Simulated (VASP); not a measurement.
```
CELL_PARAMETERS angstrom
      3.14506     0.00000     0.00000
     -1.57253     2.72370     0.00000
      0.00000     0.00000     5.09755
ATOMIC_POSITIONS crystal
  Al 0.00000 0.00000 0.99935
  Ga 0.66667 0.33333 0.49741
  N  0.66667 0.33333 0.11154
  N  0.00000 0.00000 0.62809
```

All values below come from r2SCAN meta-GGA, VASP's PBE PAW potentials (set 64) (plane waves; VASP). Run with 520 eV cut-off, 9×9×5 Γ-centred mesh, tetrahedra with Blöchl corrections, potentials Al Ga_d N.

The cores are frozen, which limits the accuracy of field gradients.

Question: Give the principal components of the electric field gradient (V/Å²) and the asymmetry η at each nucleus.

Answer: 
```tsv
atom	Vxx	Vyy	Vzz	η
Al1	-1.4	-1.4	2.7	0.00
Ga2	-5.6	-5.6	11.1	0.00
N3	-9.3	-9.3	18.6	0.00
N4	7.5	7.5	-15.1	0.00
```

The structure comes from a computed database's AlGaN2 entry (P3m1); how it stands against other phases isn't given here. It was relaxed first.
